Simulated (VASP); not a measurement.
Data:

```
W
1.0
   -1.59356     1.59356     1.59356
    1.59356    -1.59356     1.59356
    1.59356     1.59356    -1.59356
W
1
Direct
  0.00000   0.00000   0.00000
```

Level of theory: PBE GGA with spin-orbit coupling, VASP's PBE PAW potentials (set 64) (plane waves; VASP). Run with 400 eV cut-off, 14×14×14 Γ-centred mesh, Gaussian smearing of 0.050 eV, potentials W_sv.

Q: Give the energies of bands 9 to 20 at the high-symmetry points, in eV from the Fermi level.

A: 
| band | Γ | H | N | P |
|---|---|---|---|---|
| 9 | -9.55 | -5.71 | -6.18 | -3.28 |
| 10 | -9.55 | -5.71 | -6.18 | -3.28 |
| 11 | -1.43 | -5.71 | -3.52 | -2.78 |
| 12 | -1.43 | -5.71 | -3.52 | -2.78 |
| 13 | -1.43 | 4.74 | 0.62 | -2.78 |
| 14 | -1.43 | 4.74 | 0.62 | -2.78 |
| 15 | -0.92 | 4.74 | 2.03 | 3.17 |
| 16 | -0.92 | 4.74 | 2.03 | 3.17 |
| 17 | 2.22 | 5.45 | 3.01 | 3.17 |
| 18 | 2.22 | 5.45 | 3.01 | 3.17 |
| 19 | 2.22 | 6.70 | 5.95 | 6.39 |
| 20 | 2.22 | 6.70 | 5.95 | 6.39 |

It has no gap at this level: it comes out as a metal or semimetal.

The compound is W in the bcc structure. It was relaxed first.
